Gallium arsenide binds each Ga atom to four As atoms. A band calculation can report how much s, p or d character its filled states have around each atom, and at what energy that character lies on average.

VASP 6.6.1 calculation of GaAs (two-atom cell) with the PBE functional, PAW potentials Ga_d and As, a 520 eV plane-wave cutoff and no spin–orbit coupling. The projected density of states uses a 12×12×12 k mesh and the tetrahedron method; it is summed over filled states down to −12 eV, with energies measured from the valence top.

```tsv
projection name	projection electrons (e)	projection band centre (eV)
Ga1_d	0.190	-6.110
As2_d	0.030	-3.580
Ga1_p	0.820	-3.230
As2_p	1.600	-2.930
Ga1_s	0.850	-6.550
As2_s	1.060	-9.960
```

In the names, Ga1_p means p character around the Ga atom, and so on. The projection electrons are the electrons of that character found inside a sphere around the atom. The projection band centre is their mean energy, measured from the top of the valence band. Only filled states above −12 eV are included.

**(a) Which character holds the most electrons within the table's energy window, and why?**

*Solution.* As p does, with 1.60 electrons, about twice the 0.82 of Ga p. Two limits show why. If the two atoms were identical, they would share each bonding pair equally; if As attracted electrons overwhelmingly, it would keep the whole pair. The As nucleus carries two more positive charges than that of Ga and holds its outer electrons more tightly, so the real bond lies between these limits and leans towards As. As p also exceeds As s, the next largest count, because an atom has three outer p orbitals but only one outer s orbital, which two electrons fill. The exact ratio of the counts also depends on the radii chosen for the two spheres.

**(b) In free atoms the 4p level of Ga lies roughly 2.6 eV above that of As. Why are the two p centres in the crystal almost equal?**

*Solution.* Take one orbital on each atom and let them combine. The lower combination, the bonding state, has energy E, a share *a*² on As and a share *b*² on Ga. It is filled, while the upper combination is empty. The centre of the filled Ga character is then

*b*² × E / *b*² = E,

and the same step for As gives *a*² × E / *a*² = E. The predicted difference is zero, however unequal the shares are.

Even in the limit of a very weak bond, the little filled Ga character that remains still sits at E. The high Ga level shows up mainly in the empty states, which the average leaves out. The filled Ga p centre therefore tells mainly where the shared bond lies, not where the Ga level lies.

In the table Ga p lies 0.30 eV below As p, so the model is off by that amount, whereas separate atoms would be wrong by about 2.9 eV. The model has no adjustable constant, and the s and p rows serve only to test it; the printed analysis below lists the comparisons. Two effects probably cause the small remaining offset. Ga p also takes part in the deep band built mainly from As s. And the crystal has many bonding states, not one: where the two atoms mix more strongly, the state lies deeper and holds a larger Ga share. Both effects lower the Ga average. As p has a downward pull of its own, because it also bonds with Ga s, so the offset is probably the net result of opposing shifts.

**(c) Why does the same argument fail for the s centres?**

*Solution.* The Ga s centre lies 3.41 eV above the As s centre, where a single shared bond would give zero. The rough difference between the free-atom levels, 5 eV, is too large, so neither simple picture fits.

The As 4s level is so deep that it forms a low band largely of its own. Ga s enters that band only in part and also bonds with As p at higher energy. The two s characters are thus averaged over different mixtures of filled bands, and their centres separate. For the same reason, the Ga s centre at −6.55 eV is a mean over several bands and need not mark a level or a peak.

**(d) What would change if both atoms were replaced by germanium, the element between them?**

*Solution.* The two sites would become equivalent by symmetry. With equal spheres, each pair of counts and each pair of centres would be identical, including the s centres.

This limit gives a rule for neighbouring compounds. As the two atoms become less alike, the p counts should move apart, because the bond leans towards one side. The s centres should separate too, while the p centres should stay closer together, because they still describe largely the same bonds. The rule may weaken in strongly ionic compounds: the metal atom then has so little filled p character that a small part of it in the deep s band can shift its centre noticeably. This trend is argued from the bond picture; a table of one compound cannot test it.

**(e) Is the Ga d row the filled 3d shell of gallium? What would a lower window floor do?**

*Solution.* It is not. The row holds 0.19 electrons, but the same calculation finds 9.998 d electrons in the whole Ga sphere. The other 9.808 lie below the floor. Placing them all exactly at −12 eV, the highest energy they could have, gives

[0.19 × (−6.11) + 9.808 × (−12)] / 9.998 = −11.89 eV.

The full d centre must lie at or below this value. At this level of theory the 3d shell is known to lie near −15 eV, so a floor at −20 eV would raise the count to about ten and pull the centre down sharply. Photoemission finds the shell several electronvolts deeper still, because PBE binds such compact d electrons too weakly. The listed −6.11 eV belongs only to the slight d character of the bonding bands. An engineer who took it for the 3d level would be wrong by many electronvolts.

**(f) The As p count is 1.51 times the As s count, close to the 3:2 of a free As atom. Does arsenic keep its atomic configuration?**

*Solution.* The table does not support that conclusion. The floor also removes about 12% of the As s electrons in the sphere, but only about 1% of the As p electrons. With the whole sphere counted, the ratio falls to 1.34, so the close match comes from the cut. Even a true match would prove little, since a sphere can catch different fractions of the s and p electrons.

The As s centre is affected as well. By the reasoning of part (e), the full centre lies deeper than the listed −9.96 eV, by about 0.25 eV or more. The floor removes some Ga s electrons too, which lowers the full Ga s centre by about 0.2 eV or more. The separation found in part (c) therefore belongs to this window, and these bounds alone do not tell whether the full one is larger or smaller.

**(g) Which digits can be trusted, and may the counts be read as atomic charges?**

*Solution.* The counts are rounded to 0.01 electrons. That is an uncertainty of up to 17% of the tiny As d count, but only 0.3% of the As p count. The order of the main s and p counts is safe from rounding.

Reading them as charges is a different matter. Of the 18 electrons in the calculation, 3.44 are counted in neither sphere, a large number beside the eight that form the bonds. Larger spheres would collect more of them, so the counts suit comparisons made with the same spheres, not a statement of how ionic the crystal is.

The centres carry a condition of their own. The cell is held at a size where the calculation finds a compressive pressure of about 5 GPa, and a relaxed cell would shift the bands somewhat. The density of states was sampled on a 12×12×12 mesh with the tetrahedron method, finer than the 8×8×8 mesh used for the self-consistent density. No test with a still finer mesh is given, so the second decimal of a centre is not shown to be converged. Spin-orbit coupling, left out here, would raise the valence top by roughly 0.1 eV and so make every centre read lower by about that much. Even a converged value would describe this cell and this functional, not a measured property of GaAs.

The analysis program printed:

```
Electrons in window and in whole sphere:
    row  window (e)  sphere (e)  lost (e)  lost (percent)
  Ga1_d        0.19       9.998     9.808            98.1
  As2_d        0.03       0.033     0.003           9.091
  Ga1_p        0.82       0.824     0.004          0.4854
  As2_p         1.6       1.614     0.014          0.8674
  Ga1_s        0.85       0.883     0.033           3.737
  As2_s        1.06       1.208     0.148           12.25
Sum of the six window counts (e): 4.55
Share of As p in that sum (percent): 35.16
Ratio of As p to Ga p count: 1.951
Electrons in neither sphere, of 18 (e): 3.44
The same in percent of the 8 valence electrons outside Ga 3d: 43
Ga p centre less As p centre, table (eV): -0.3
Ga p less As p, separate atoms, rough (eV): 2.6
Ga s centre less As s centre, table (eV): 3.41
Ga s less As s, separate atoms, rough (eV): 5
Miss of shared-bond picture for p, prediction zero (eV): 0.3
Miss of separate-atom picture for p (eV): 2.9
Miss of shared-bond picture for s, prediction zero (eV): -3.41
Miss of separate-atom picture for s (eV): 1.59
Full Ga d centre lies at or below (eV): -11.89
Full As s centre lies at or below (eV): -10.21
Least downward shift of the As s centre (eV): 0.2499
As p to s ratio in the window: 1.509
As p to s ratio in the whole sphere: 1.336
Rounding of 0.005 e in percent of the As d count: 16.67
Rounding of 0.005 e in percent of the As p count: 0.3125
```
